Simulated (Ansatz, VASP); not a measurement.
# Two plane-wave programs on SiSn2

```
CELL_PARAMETERS angstrom
0.00000 2.52731 6.50699
2.16900 0.00000 6.50699
2.16900 2.52731 0.00000
ATOMIC_POSITIONS crystal
Si 0.00000 0.00000 0.00000
Sn 0.33333 0.33333 0.66667
Sn 0.66667 0.66667 0.33333
```

Alike in both runs: task single point; functional PBE; k mesh 6 × 6 × 6; occupations gaussian, width 0.1 eV; no spin polarisation.

|  | VASP | Ansatz |
| --- | --- | --- |
| version | VASP 6.6.1 | Ansatz 0.2.0 |
| potentials or method | VASP PAW PBE potentials, release 64 (Si, Sn_d) | scalar-relativistic, plane waves, PAW |
| plane-wave cutoff (eV) | 520 | 420 |
| valence electrons in the cell | 32 | 32 |

|  | VASP | Ansatz | Ansatz less VASP |
| --- | --- | --- | --- |
| gap on the k mesh at the Fermi level (eV) | none | none | - |
| pressure (GPa) | 1.1 | 1.1 | +0.04 |
| largest component of the traceless stress (GPa) | 3.07 | 3.08 | +0.003 |
| rms of the force components (eV/Å) | 0.552 | 0.552 | -0.0004 |

Atom by atom the forces differ by 0.000 eV/Å (rms over components). A gap of «none» marks a metal or a gap that the smearing closes.

Caveats: forces of over 1 eV/Å show positions far from the minimum, so gaps and moduli don't describe the material at rest.
